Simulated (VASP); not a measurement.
Here is the system:

```
CdSe
1.0
    0.00000     3.09417     3.09417
    3.09417     0.00000     3.09417
    3.09417     3.09417     0.00000
Cd Se
1 1
Direct
  0.00000   0.00000   0.00000
  0.25000   0.25000   0.25000
```

Calculation: PBE GGA, VASP's PBE PAW potentials (set 64) (plane waves; VASP 6.6.1). Run with 400 eV cut-off, 7×7×7 Γ-centred mesh, Gaussian smearing of 0.050 eV, potentials Cd Se.

**Question.** Predict the energy per atom (σ→0), band gap (on the k-mesh) with the smallest direct gap where there is one.

**Answer.** 
```
Property                                      Value
-----------------------------------  --------------
band gap (on the k-mesh)                    0.50 eV
smallest direct gap (on the k-mesh)         0.50 eV
energy per atom (σ→0)                -2.748 eV/atom
```

The absolute energy has meaning only against runs of the same code, potentials and settings.

The structure was generated: CdSe was put into the zinc blende type (F-43m), which need not be its known phase. It was relaxed first. The start is the result of an earlier pass.
